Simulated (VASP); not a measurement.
Calculation: r2SCAN meta-GGA, VASP's PBE PAW potentials (set 64) (plane waves; VASP).

The input files of a VASP run:

### KPOINTS
```
Automatic mesh
0
Gamma
8 8 8
0 0 0
```

**INCAR**
```
SYSTEM = Sb
PREC = Accurate; ENCUT = 480; LREAL = .FALSE.
LASPH = .TRUE.
EDIFF = 1E-7; NELM = 100; ALGO = Normal
LMAXMIX = 4; LMIXTAU = .TRUE.
ISMEAR = 0; SIGMA = 0.05
METAGGA = R2SCAN
ISIF = 2
LWAVE = .FALSE.; LCHARG = .FALSE.
```

File POSCAR:
```
Sb
1
    4.0362718445    -2.1770597155     0.0127246453
    4.0362718445     2.1770597155     0.0127246453
    2.8507370433    -0.0000000000     3.5922886675
Sb
2
Direct
  0.2777217513   0.1858547259   0.2317882386
  0.7682117614   0.7682117614   0.7682117614
```

POTCAR, in this order: Sb (PBE.64 set). Program: vasp_std.

Problem. What will the output report for the number of irreducible k-points (NKPTS), number of bands (NBANDS), largest plane-wave count, number of space-group operations, FFT grid (NGX, NGY, NGZ)?

Solution. 
```json
{
 "number of irreducible k-points (NKPTS)": "260",
 "number of bands (NBANDS)": "9",
 "largest_plane_wave_count": "1526",
 "number_of_space_group_operations": "2",
 "FFT grid (NGX, NGY, NGZ)": "36 × 36 × 36"
}
```

The compound is Sb in the a7 structure. This cell was strained or had an atom moved on purpose.
